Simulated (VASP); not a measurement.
Consider the following.

```
CELL_PARAMETERS angstrom
      6.21217     0.00000     0.00000
      0.00000     6.21217     0.00000
      0.00000     0.00000     6.21217
ATOMIC_POSITIONS crystal
  Cs 0.00000 0.00000 0.00000
  Sn 0.50000 0.50000 0.50000
  I  0.50000 0.00000 0.50000
  I  0.00000 0.50000 0.50000
  I  0.50000 0.50000 0.00000
```

The numbers are results of MS2 meta-GGA, VASP's PBE PAW potentials (set 64) (plane waves; VASP), not measurements. Run with 520 eV cut-off, 4×4×4 Γ-centred mesh, tetrahedra with Blöchl corrections, potentials Cs_sv Sn_d I.

Unless said otherwise, spin-orbit coupling is left out, though it shifts the bands of the heavy elements here.

Q: What does the run give for the energy per atom (σ→0), band gap (over mesh and band path) with the smallest direct gap where there is one?

A: 
The band gap (over mesh and band path) is 0.27 eV. The smallest direct gap (over mesh and band path) is 0.27 eV and the energy per atom (σ→0) comes out as 167.4 kJ/mol of atoms.

The compound is CsSnI3 in the cubic perovskite structure, the ideal cubic form; the compound distorts at low or room temperature. It was relaxed first.
